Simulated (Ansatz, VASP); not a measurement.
# Si3N4 (Si3N4 (P6_3/m)): VASP beside Ansatz

Aim: how closely do two programs agree when they are given the same cell, functional and k mesh? The structure shown is the start of the Ansatz relaxation below; VASP solves that cell, so the two are compared at the walk's first step.

Program: Ansatz 0.2.0. Level of theory: plane waves, with VASP 6.6.1 beside it; single point at PBEsol. Results are calculated unless marked as measured.

### 1. Starting point

The cell holds 84 atoms: 36 Si and 48 N. Its edges and angles: a = 7.624 Å, b = 13.206 Å, c = 8.731 Å, α = 90.0°, β = 90.0°, γ = 90.0°.

Structure file:

```cif
data_structure
_symmetry_space_group_name_H-M 'P 1'
_symmetry_Int_Tables_number 1
_cell_length_a 7.6245
_cell_length_b 13.2059
_cell_length_c 8.7308
_cell_angle_alpha 90.000
_cell_angle_beta 90.000
_cell_angle_gamma 90.000
_cell_volume 879.09
loop_
_atom_site_label
_atom_site_type_symbol
_atom_site_fract_x
_atom_site_fract_y
_atom_site_fract_z
_atom_site_occupancy
Si1 Si 0.32830 0.91088 0.24636 1
Si2 Si 0.81928 0.41906 0.25087 1
Si3 Si 0.29690 0.11168 0.08483 1
Si4 Si 0.79435 0.62172 0.08451 1
Si5 Si 0.02318 0.80174 0.08379 1
Si6 Si 0.53334 0.30227 0.08505 1
Si7 Si 0.47398 0.70772 0.24460 1
Si8 Si 0.97458 0.20081 0.25773 1
Si9 Si 0.20922 0.38449 0.25908 1
Si10 Si 0.70162 0.88377 0.25570 1
Si11 Si 0.17648 0.58469 0.07564 1
Si12 Si 0.67668 0.09218 0.08655 1
Si13 Si 0.31597 0.91806 0.58744 1
Si14 Si 0.81093 0.40953 0.58231 1
Si15 Si 0.28337 0.12038 0.41969 1
Si16 Si 0.78164 0.61315 0.41930 1
Si17 Si 0.03052 0.79555 0.42556 1
Si18 Si 0.52480 0.29682 0.42497 1
Si19 Si 0.47966 0.70526 0.57963 1
Si20 Si 0.97268 0.20104 0.59173 1
Si21 Si 0.20897 0.38421 0.57422 1
Si22 Si 0.71931 0.88143 0.58502 1
Si23 Si 0.19057 0.58841 0.41844 1
Si24 Si 0.67183 0.08507 0.42082 1
Si25 Si 0.31704 0.91626 0.90920 1
Si26 Si 0.81542 0.41382 0.92505 1
Si27 Si 0.29798 0.11892 0.75455 1
Si28 Si 0.78679 0.61205 0.74404 1
Si29 Si 0.02173 0.79452 0.74463 1
Si30 Si 0.53222 0.29418 0.74216 1
Si31 Si 0.47257 0.69757 0.91968 1
Si32 Si 0.96173 0.20484 0.92063 1
Si33 Si 0.20809 0.38973 0.91586 1
Si34 Si 0.70669 0.88048 0.92384 1
Si35 Si 0.19055 0.58628 0.75265 1
Si36 Si 0.68023 0.08325 0.74277 1
N37 N 0.99241 0.33470 0.24402 1
N38 N 0.49976 0.83864 0.24557 1
N39 N 0.00741 0.66862 0.08910 1
N40 N 0.50060 0.16925 0.09160 1
N41 N 0.14415 0.83326 0.24569 1
N42 N 0.62611 0.33388 0.25394 1
N43 N 0.31856 0.98720 0.07520 1
N44 N 0.80718 0.48187 0.08644 1
N45 N 0.32155 0.34392 0.08518 1
N46 N 0.82284 0.84594 0.07667 1
N47 N 0.17184 0.14659 0.25240 1
N48 N 0.67121 0.65366 0.24997 1
N49 N 0.36187 0.65947 0.08619 1
N50 N 0.86290 0.16730 0.09168 1
N51 N 0.18339 0.51144 0.24249 1
N52 N 0.68985 0.01115 0.24419 1
N53 N 0.00191 0.33329 0.57432 1
N54 N 0.50265 0.82776 0.58057 1
N55 N 0.00369 0.67233 0.41723 1
N56 N 0.49939 0.16588 0.42574 1
N57 N 0.12532 0.83670 0.58316 1
N58 N 0.63275 0.32923 0.58490 1
N59 N 0.31421 0.97929 0.41853 1
N60 N 0.81960 0.48220 0.40969 1
N61 N 0.31908 0.34663 0.40892 1
N62 N 0.81462 0.84610 0.42205 1
N63 N 0.18235 0.14469 0.58021 1
N64 N 0.68235 0.65495 0.57811 1
N65 N 0.36974 0.66013 0.41975 1
N66 N 0.86853 0.16620 0.42497 1
N67 N 0.19434 0.51732 0.58303 1
N68 N 0.67937 0.01054 0.57888 1
N69 N 0.00121 0.33549 0.92516 1
N70 N 0.50629 0.82889 0.91371 1
N71 N 0.98984 0.66783 0.75146 1
N72 N 0.49388 0.16857 0.75687 1
N73 N 0.14391 0.83147 0.91688 1
N74 N 0.63622 0.33358 0.90779 1
N75 N 0.32158 0.98612 0.74286 1
N76 N 0.82213 0.48965 0.75136 1
N77 N 0.31027 0.34788 0.74939 1
N78 N 0.82115 0.85027 0.74090 1
N79 N 0.18436 0.15400 0.92259 1
N80 N 0.68532 0.65430 0.91193 1
N81 N 0.36601 0.66533 0.75907 1
N82 N 0.86653 0.16388 0.74115 1
N83 N 0.19190 0.51674 0.91059 1
N84 N 0.67663 0.01476 0.91092 1
```

### 2. Ansatz: relaxation, PBEsol

Ansatz runs on its PAW soft_1 files.

The two programs are compared at the cell with which this relaxation starts, whose forces are those of its first step.

Input file input.yaml:

```yaml
crystal:
  lattice:
    - [7.6244572498, 0.0, 0.0]
    - [0.0, 13.2059473368, 0.0]
    - [0.0, 0.0, 8.7307673247]
  atoms:
    - { symbol: Si, position: [0.319417526, 0.9130279547, 0.25] }
    - { symbol: Si, position: [0.819417526, 0.4130279547, 0.25] }
    - { symbol: Si, position: [0.2901668309, 0.1162227403, 0.0833333333] }
    - { symbol: Si, position: [0.7901668309, 0.6162227403, 0.0833333333] }
    - { symbol: Si, position: [0.029250695, 0.7968052144, 0.0833333333] }
    - { symbol: Si, position: [0.529250695, 0.2968052144, 0.0833333333] }
    - { symbol: Si, position: [0.470749305, 0.7031947856, 0.25] }
    - { symbol: Si, position: [0.970749305, 0.2031947856, 0.25] }
    - { symbol: Si, position: [0.2098331691, 0.3837772597, 0.25] }
    - { symbol: Si, position: [0.7098331691, 0.8837772597, 0.25] }
    - { symbol: Si, position: [0.180582474, 0.5869720453, 0.0833333333] }
    - { symbol: Si, position: [0.680582474, 0.0869720453, 0.0833333333] }
    - { symbol: "N", position: [0.0, 0.3333333333, 0.25] }
    - { symbol: "N", position: [0.5, 0.8333333333, 0.25] }
    - { symbol: "N", position: [0.0, 0.6666666667, 0.0833333333] }
    - { symbol: "N", position: [0.5, 0.1666666667, 0.0833333333] }
    - { symbol: "N", position: [0.1353885289, 0.8349955858, 0.25] }
    - { symbol: "N", position: [0.6353885289, 0.3349955858, 0.25] }
    - { symbol: "N", position: [0.3152008858, 0.9851920573, 0.0833333333] }
    - { symbol: "N", position: [0.8152008858, 0.4851920573, 0.0833333333] }
    - { symbol: "N", position: [0.3201876431, 0.3498035284, 0.0833333333] }
    - { symbol: "N", position: [0.8201876431, 0.8498035284, 0.0833333333] }
    - { symbol: "N", position: [0.1798123569, 0.1501964716, 0.25] }
    - { symbol: "N", position: [0.6798123569, 0.6501964716, 0.25] }
    - { symbol: "N", position: [0.3646114711, 0.6650044142, 0.0833333333] }
    - { symbol: "N", position: [0.8646114711, 0.1650044142, 0.0833333333] }
    - { symbol: "N", position: [0.1847991142, 0.5148079427, 0.25] }
    - { symbol: "N", position: [0.6847991142, 0.0148079427, 0.25] }
    - { symbol: Si, position: [0.319417526, 0.9130279547, 0.5833333333] }
    - { symbol: Si, position: [0.819417526, 0.4130279547, 0.5833333333] }
    - { symbol: Si, position: [0.2901668309, 0.1162227403, 0.4166666667] }
    - { symbol: Si, position: [0.7901668309, 0.6162227403, 0.4166666667] }
    - { symbol: Si, position: [0.029250695, 0.7968052144, 0.4166666667] }
    - { symbol: Si, position: [0.529250695, 0.2968052144, 0.4166666667] }
    - { symbol: Si, position: [0.470749305, 0.7031947856, 0.5833333333] }
    - { symbol: Si, position: [0.970749305, 0.2031947856, 0.5833333333] }
    - { symbol: Si, position: [0.2098331691, 0.3837772597, 0.5833333333] }
    - { symbol: Si, position: [0.7098331691, 0.8837772597, 0.5833333333] }
    - { symbol: Si, position: [0.180582474, 0.5869720453, 0.4166666667] }
    - { symbol: Si, position: [0.680582474, 0.0869720453, 0.4166666667] }
    - { symbol: "N", position: [0.0, 0.3333333333, 0.5833333333] }
    - { symbol: "N", position: [0.5, 0.8333333333, 0.5833333333] }
    - { symbol: "N", position: [0.0, 0.6666666667, 0.4166666667] }
    - { symbol: "N", position: [0.5, 0.1666666667, 0.4166666667] }
    - { symbol: "N", position: [0.1353885289, 0.8349955858, 0.5833333333] }
    - { symbol: "N", position: [0.6353885289, 0.3349955858, 0.5833333333] }
    - { symbol: "N", position: [0.3152008858, 0.9851920573, 0.4166666667] }
    - { symbol: "N", position: [0.8152008858, 0.4851920573, 0.4166666667] }
    - { symbol: "N", position: [0.3201876431, 0.3498035284, 0.4166666667] }
    - { symbol: "N", position: [0.8201876431, 0.8498035284, 0.4166666667] }
    - { symbol: "N", position: [0.1798123569, 0.1501964716, 0.5833333333] }
    - { symbol: "N", position: [0.6798123569, 0.6501964716, 0.5833333333] }
    - { symbol: "N", position: [0.3646114711, 0.6650044142, 0.4166666667] }
    - { symbol: "N", position: [0.8646114711, 0.1650044142, 0.4166666667] }
    - { symbol: "N", position: [0.1847991142, 0.5148079427, 0.5833333333] }
    - { symbol: "N", position: [0.6847991142, 0.0148079427, 0.5833333333] }
    - { symbol: Si, position: [0.319417526, 0.9130279547, 0.9166666667] }
    - { symbol: Si, position: [0.819417526, 0.4130279547, 0.9166666667] }
    - { symbol: Si, position: [0.2901668309, 0.1162227403, 0.75] }
    - { symbol: Si, position: [0.7901668309, 0.6162227403, 0.75] }
    - { symbol: Si, position: [0.029250695, 0.7968052144, 0.75] }
    - { symbol: Si, position: [0.529250695, 0.2968052144, 0.75] }
    - { symbol: Si, position: [0.470749305, 0.7031947856, 0.9166666667] }
    - { symbol: Si, position: [0.970749305, 0.2031947856, 0.9166666667] }
    - { symbol: Si, position: [0.2098331691, 0.3837772597, 0.9166666667] }
    - { symbol: Si, position: [0.7098331691, 0.8837772597, 0.9166666667] }
    - { symbol: Si, position: [0.180582474, 0.5869720453, 0.75] }
    - { symbol: Si, position: [0.680582474, 0.0869720453, 0.75] }
    - { symbol: "N", position: [0.0, 0.3333333333, 0.9166666667] }
    - { symbol: "N", position: [0.5, 0.8333333333, 0.9166666667] }
    - { symbol: "N", position: [0.0, 0.6666666667, 0.75] }
    - { symbol: "N", position: [0.5, 0.1666666667, 0.75] }
    - { symbol: "N", position: [0.1353885289, 0.8349955858, 0.9166666667] }
    - { symbol: "N", position: [0.6353885289, 0.3349955858, 0.9166666667] }
    - { symbol: "N", position: [0.3152008858, 0.9851920573, 0.75] }
    - { symbol: "N", position: [0.8152008858, 0.4851920573, 0.75] }
    - { symbol: "N", position: [0.3201876431, 0.3498035284, 0.75] }
    - { symbol: "N", position: [0.8201876431, 0.8498035284, 0.75] }
    - { symbol: "N", position: [0.1798123569, 0.1501964716, 0.9166666667] }
    - { symbol: "N", position: [0.6798123569, 0.6501964716, 0.9166666667] }
    - { symbol: "N", position: [0.3646114711, 0.6650044142, 0.75] }
    - { symbol: "N", position: [0.8646114711, 0.1650044142, 0.75] }
    - { symbol: "N", position: [0.1847991142, 0.5148079427, 0.9166666667] }
    - { symbol: "N", position: [0.6847991142, 0.0148079427, 0.9166666667] }
basis:
  ecutwfc: 420
  xc_grid: 2
hamiltonian:
  xc: pbesol
  pseudopotentials: { kind: paw, azcp: { folder: soft_1 }, xc_functional: pbe }
kpoints:
  mp_grid: { grid: [1, 1, 1], shift: [0.25, 0.25, 0.25] }
scf:
  occupations: { method: fermi_dirac, width: 0.01 }
  max_iter: 80
output:
  forces: true
relax:
  f_tol: 0.01
  max_steps: 120
  random_displacement: { amplitude: 0.08, seed: 1225 }
checkpoint:
  write: "../pristine.rattled.run"
  compress: false
  write_wavefunctions: false
  write_every: 100000
```

Run with:

```console
> ansatz run input.yaml --threads 4 --pin off --max-ram 7536MiB --backend cpu --events-out ev --progress --plain --runs-dir out
```

Numbers of over 12 decimals in the logs are rounded to 6 here.

Log:

```text
Engine: ansatz 0.2.0, aarch64-unknown-linux-gnu
Pseudopotentials: kind: paw
Pseudopotential: Si, paw, valence charge 4, recommended cutoff 420 eV (normal), soft_1/Si.paw.azcp
Pseudopotential: N, paw, valence charge 5, recommended cutoff 420 eV (normal), soft_1/N.paw.azcp
Functional definition: PBEsol
  exchange = pbesol_x
  correlation = pbesol_c
Crystal: 84 atoms, lattice volume = 879.085 Å³
Basis set: ecut = 420 eV, 17253 PW (Γ), exchange–correlation on 108×180×120 points (8 copies of the dense FFT grid, shifted against one another)
Bands: 276, of which v1, the nominal top of the filled ones, is band 192 counted from 1 (191 counted from 0)
Symmetry: 1 space group operations
k-points: 1
Non-local potential: Si, projectors of the file, l = 0: 2, l = 1: 2, l = 2: 1
Non-local potential: N, projectors of the file, l = 0: 2, l = 1: 2, l = 2: 1
PAW form: soft (Blöchl's): semilocal exchange-correlation on the pseudo side does not see the compensation charge
PAW frozen core: Si, regenerated for the run's functional, and the local potential with it (the file was generated under x = pbe(κ = 0.804, μ = 0.219515), c = pbe(β = 0.066725))
PAW frozen core: N, regenerated for the run's functional, and the local potential with it (the file was generated under x = pbe(κ = 0.804, μ = 0.219515), c = pbe(β = 0.066725))
PAW one-centre angular grid: Si, 110 points (default); XC on 64 Gauss nodes
PAW one-centre angular grid: N, 110 points (default); XC on 64 Gauss nodes
Initial density: superposition of atomic densities (chi_scale 0.1, normalization cell, long waves kept (reshape's long-wave potential 0.05 eV rms))
Initial wavefunctions: pseudopotential atomic-orbital guess
Functional: x = pbesol(κ = 0.804, μ = 0.123457), c = pbesol(β = 0.046)
SCF iter   1: F=—  HF=-40700.615909 eV  |F-HF|=—  |Δ(HF+E_count)|=         —  Δρ=1.50e-1  dr2=2.07e2  ethr=3.10e-3  ⟨swp⟩=6.0  Hψ=1254  notcnv=0  defer=36
preconditioner: auto → Resta (q_TF=auto, 2.377 Å⁻¹)  ε∞=3.6  [insulator: Δε(μ)=6.237 eV  Ē_g=15.280 eV  σ=0.010 eV  W_gap=1.00  n_scr=198 (ndim 8)  ℏωp=24.5 eV  f_vac=0.010  D(μ)=0.00/eV (n_scr^D=0)  ε∞_Penn≈3.6]
SCF iter   2: F=—  HF=-40637.751976 eV  |F-HF|=—  |Δ(HF+E_count)|=    6.29e1  Δρ=4.90e-2  dr2=1.20e1  ethr=3.10e-3  ⟨swp⟩=4.0  Hψ=792  notcnv=0  defer=75
SCF iter   3: F=—  HF=-40635.452988 eV  |F-HF|=—  |Δ(HF+E_count)|=    2.30e0  Δρ=2.43e-2  dr2=2.81e0  ethr=3.10e-3  ⟨swp⟩=1.0  Hψ=201  notcnv=0  defer=75
SCF iter   4: F=—  HF=-40635.019679 eV  |F-HF|=—  |Δ(HF+E_count)|=   4.33e-1  Δρ=2.11e-3  dr2=4.46e-2  ethr=7.33e-4  ⟨swp⟩=4.0  Hψ=407  notcnv=0  defer=75
SCF iter   5: F=—  HF=-40635.044292 eV  |F-HF|=—  |Δ(HF+E_count)|=   2.46e-2  Δρ=5.33e-4  dr2=4.07e-3  ethr=1.16e-5  ⟨swp⟩=4.0  Hψ=342  notcnv=0  defer=75
SCF iter   6: F=—  HF=-40635.047950 eV  |F-HF|=—  |Δ(HF+E_count)|=   3.66e-3  Δρ=1.85e-4  dr2=4.83e-4  ethr=1.06e-6  ⟨swp⟩=3.0  Hψ=357  notcnv=0  defer=75
SCF iter   7: F=—  HF=-40635.048044 eV  |F-HF|=—  |Δ(HF+E_count)|=   9.47e-5  Δρ=6.68e-5  dr2=4.86e-5  ethr=1.26e-7  ⟨swp⟩=2.0  Hψ=477  notcnv=0  defer=75
SCF iter   8: F=—  HF=-40635.048113 eV  |F-HF|=—  |Δ(HF+E_count)|=   6.83e-5  Δρ=1.72e-5  dr2=3.16e-6  ethr=1.27e-8  ⟨swp⟩=2.0  Hψ=393  notcnv=0  defer=75
SCF iter   9: F=-40635.048118 eV  HF=-40635.048118 eV  |F-HF|=3.17e-8  |Δ(HF+E_count)|=   5.46e-6  Δρ=4.98e-6  dr2=1.97e-7  ethr=6.51e-10  ⟨swp⟩=4.0  Hψ=812  notcnv=0
SCF 1 converged in 9 iterations: F = -40635.048118 eV  dr2 = 1.97e-7
  greatest PAW one-centre occupation: 0.804 electrons in one spin orbital (limit 2), on the N atom at site 13 (counted from 0), in its partial waves of l = 0
relax step   1: F+E_penalty+E_count = -40635.04811808 eV  Δ(F+E_penalty+E_count) = +0.000e0 eV  max|allowed force component| = 5.033e0 eV/Å  Δτ_max = 0.0000 Å  (9 SCF iters, dr2 threshold 2.50e-6 eV, accepted)
Initial density: handed on by an earlier stage of this run
Initial wavefunctions: those handed on with the density
iter 1 solved again at ethr=2.38e-4 eV; its pass at ethr=3.10e-3 eV (dr2=9.12e-1 eV) is discarded
SCF iter   1: F=—  HF=-40640.370736 eV  |F-HF|=—  |Δ(HF+E_count)|=         —  Δρ=9.89e-3  dr2=9.49e-1  ethr=2.38e-4  ⟨swp⟩=1.0  Hψ=932  notcnv=0  defer=78
preconditioner: auto → Resta (q_TF=auto, 2.377 Å⁻¹)  ε∞=4.0  [insulator: Δε(μ)=4.652 eV  Ē_g=14.146 eV  σ=0.010 eV  W_gap=1.00  n_scr=198 (ndim 8)  ℏωp=24.5 eV  f_vac=0.035  D(μ)=0.00/eV (n_scr^D=0)  ε∞_Penn≈4.0]
SCF iter   2: F=—  HF=-40640.104714 eV  |F-HF|=—  |Δ(HF+E_count)|=   2.66e-1  Δρ=4.40e-3  dr2=1.88e-1  ethr=2.38e-4  ⟨swp⟩=5.0  Hψ=383  notcnv=0  defer=78
SCF iter   3: F=—  HF=-40640.043633 eV  |F-HF|=—  |Δ(HF+E_count)|=   6.11e-2  Δρ=1.54e-3  dr2=1.71e-2  ethr=4.89e-5  ⟨swp⟩=4.0  Hψ=357  notcnv=0  defer=78
SCF iter   4: F=—  HF=-40640.038371 eV  |F-HF|=—  |Δ(HF+E_count)|=   5.26e-3  Δρ=3.66e-4  dr2=1.46e-3  ethr=4.45e-6  ⟨swp⟩=2.0  Hψ=404  notcnv=0  defer=78
[...]
atom  53  N     -0.00030483    -0.00342611     0.00106496
  atom  54  N     -0.00131340    -0.00262280     0.00139242
  atom  55  N     -0.00167397    -0.00045407    -0.00038478
  atom  56  N      0.00001588     0.00283678    -0.00142766
  atom  57  Si     0.00323605    -0.00149046    -0.00138783
  atom  58  Si     0.00290808     0.00041954    -0.00148763
  atom  59  Si    -0.00320023    -0.00110998     0.00273287
  atom  60  Si     0.00014462    -0.00056209     0.00087704
  atom  61  Si     0.00158326    -0.00051056     0.00232072
  atom  62  Si     0.00008060    -0.00179854     0.00172872
  atom  63  Si     0.00125154     0.00143022    -0.00260226
  atom  64  Si    -0.00035952     0.00039584    -0.00225195
  atom  65  Si     0.00021213     0.00056475    -0.00140080
  atom  66  Si     0.00064840     0.00046575    -0.00243321
  atom  67  Si    -0.00402471     0.00169910     0.00195616
  atom  68  Si    -0.00367328     0.00109649     0.00070890
  atom  69  N     -0.00355201    -0.00109911     0.00125660
  atom  70  N     -0.00555719     0.00149370    -0.00088104
  atom  71  N      0.00566280    -0.00041016    -0.00033299
  atom  72  N      0.00481591     0.00058441    -0.00249446
  atom  73  N     -0.00125474     0.00105426    -0.00204285
  atom  74  N      0.00097205     0.00103173    -0.00117176
  atom  75  N     -0.00086263     0.00061820     0.00232370
  atom  76  N     -0.00020414    -0.00015538     0.00184012
  atom  77  N     -0.00107666    -0.00101402     0.00203448
  atom  78  N     -0.00107233    -0.00056311     0.00156103
  atom  79  N      0.00297463     0.00012021    -0.00145801
  atom  80  N      0.00163448    -0.00026583    -0.00187792
  atom  81  N     -0.00115228    -0.00200076     0.00246927
  atom  82  N      0.00102095    -0.00011241     0.00148444
  atom  83  N     -0.00074204     0.00114728    -0.00235200
  atom  84  N      0.00137558     0.00016326     0.00206327
  max |Σ_I F_I| component: 4.23e-5 eV/Å
--- Relaxed structure (5 steps of the walk, 5 accepted, 0 SCFs on fresh bases) ---
  F+E_penalty+E_count = -40642.95314178 eV   max|allowed force component| = 6.801e-3 eV/Å
  atoms:
    - { symbol: Si, position: [0.319382, 0.912818, 0.250034] }
    - { symbol: Si, position: [0.819312, 0.412818, 0.250028] }
    - { symbol: Si, position: [0.290069, 0.116006, 0.083387] }
    - { symbol: Si, position: [0.790147, 0.616028, 0.083380] }
    - { symbol: Si, position: [0.029300, 0.796549, 0.083364] }
    - { symbol: Si, position: [0.529212, 0.296543, 0.083386] }
    - { symbol: Si, position: [0.470756, 0.703003, 0.250009] }
    - { symbol: Si, position: [0.970678, 0.202993, 0.249994] }
    - { symbol: Si, position: [0.209817, 0.383522, 0.249980] }
    - { symbol: Si, position: [0.709896, 0.883533, 0.249991] }
    - { symbol: Si, position: [0.180651, 0.586723, 0.083359] }
    - { symbol: Si, position: [0.680555, 0.086720, 0.083350] }
    - { symbol: N, position: [-6.652709145201814e-5, 0.333151, 0.249962] }
    - { symbol: N, position: [0.500011, 0.833155, 0.249982] }
    - { symbol: N, position: [3.8200948376390034e-5, 0.666396, 0.083371] }
    - { symbol: N, position: [0.499959, 0.166390, 0.083409] }
    - { symbol: N, position: [0.135455, 0.834713, 0.250043] }
    - { symbol: N, position: [0.635373, 0.334723, 0.250052] }
    - { symbol: N, position: [0.315056, 0.984986, 0.083369] }
    - { symbol: N, position: [0.815001, 0.484997, 0.083376] }
    - { symbol: N, position: [0.320143, 0.349505, 0.083346] }
    - { symbol: N, position: [0.820247, 0.849539, 0.083350] }
    - { symbol: N, position: [0.179733, 0.150007, 0.250033] }
    - { symbol: N, position: [0.679835, 0.650054, 0.250024] }
    - { symbol: N, position: [0.364600, 0.664805, 0.083339] }
    - { symbol: N, position: [0.864503, 0.164810, 0.083328] }
    - { symbol: N, position: [0.184927, 0.514549, 0.250010] }
    - { symbol: N, position: [0.684867, 0.014549, 0.250008] }
    - { symbol: Si, position: [0.319378, 0.912808, 0.583374] }
    - { symbol: Si, position: [0.819288, 0.412824, 0.583361] }
    - { symbol: Si, position: [0.290056, 0.116006, 0.416741] }
    - { symbol: Si, position: [0.790137, 0.616019, 0.416725] }
    - { symbol: Si, position: [0.029289, 0.796533, 0.416711] }
    - { symbol: Si, position: [0.529199, 0.296547, 0.416715] }
    - { symbol: Si, position: [0.470745, 0.702996, 0.583337] }
    - { symbol: Si, position: [0.970651, 0.202999, 0.583338] }
    - { symbol: Si, position: [0.209802, 0.383523, 0.583318] }
    - { symbol: Si, position: [0.709899, 0.883533, 0.583324] }
    - { symbol: Si, position: [0.180646, 0.586727, 0.416685] }
    - { symbol: Si, position: [0.680571, 0.086724, 0.416682] }
    - { symbol: N, position: [-8.813416993920249e-5, 0.333153, 0.583309] }
    - { symbol: N, position: [0.500011, 0.833144, 0.583337] }
    - { symbol: N, position: [3.116030104936377e-5, 0.666382, 0.416729] }
    - { symbol: N, position: [0.499943, 0.166386, 0.416737] }
    - { symbol: N, position: [0.135458, 0.834707, 0.583383] }
    - { symbol: N, position: [0.635329, 0.334749, 0.583384] }
    - { symbol: N, position: [0.315032, 0.984980, 0.416716] }
    - { symbol: N, position: [0.815023, 0.484993, 0.416698] }
[...]
- { symbol: Si, position: [0.029283, 0.796531, 0.750039] }
    - { symbol: Si, position: [0.529202, 0.296546, 0.750047] }
    - { symbol: Si, position: [0.470726, 0.702998, 0.916678] }
    - { symbol: Si, position: [0.970659, 0.203002, 0.916672] }
    - { symbol: Si, position: [0.209823, 0.383526, 0.916655] }
    - { symbol: Si, position: [0.709890, 0.883533, 0.916664] }
    - { symbol: Si, position: [0.180651, 0.586713, 0.750015] }
    - { symbol: Si, position: [0.680572, 0.086716, 0.750013] }
[...]
- { symbol: N, position: [0.320120, 0.349501, 0.750010] }
    - { symbol: N, position: [0.820227, 0.849527, 0.750021] }
    - { symbol: N, position: [0.179722, 0.150014, 0.916694] }
    - { symbol: N, position: [0.679814, 0.650047, 0.916697] }
    - { symbol: N, position: [0.364593, 0.664804, 0.749997] }
    - { symbol: N, position: [0.864495, 0.164814, 0.749999] }
    - { symbol: N, position: [0.184949, 0.514549, 0.916683] }
    - { symbol: N, position: [0.684863, 0.014551, 0.916661] }
```

In the SCF lines HF is the Harris–Foulkes energy and dr2 the Hartree energy of the density residual, in eV; the loop may stop once dr2 is under the threshold and the program's other checks hold. Hψ counts applications of the Hamiltonian.

(Continued in part 2 of 4.)

[Lines on the potential files, build, host, timing and source positions are cut from VASP's logs without a mark.]

[Logs are printed without paths, hosts, clocks, repeated set-up lines and the standing remarks that a program may print on its own settings, such as how far it seeks lower states.]

[Hosts, paths, dates, database ids (printed as entryN), source tags and the programs' standing remarks are cut or masked in the printed files.]
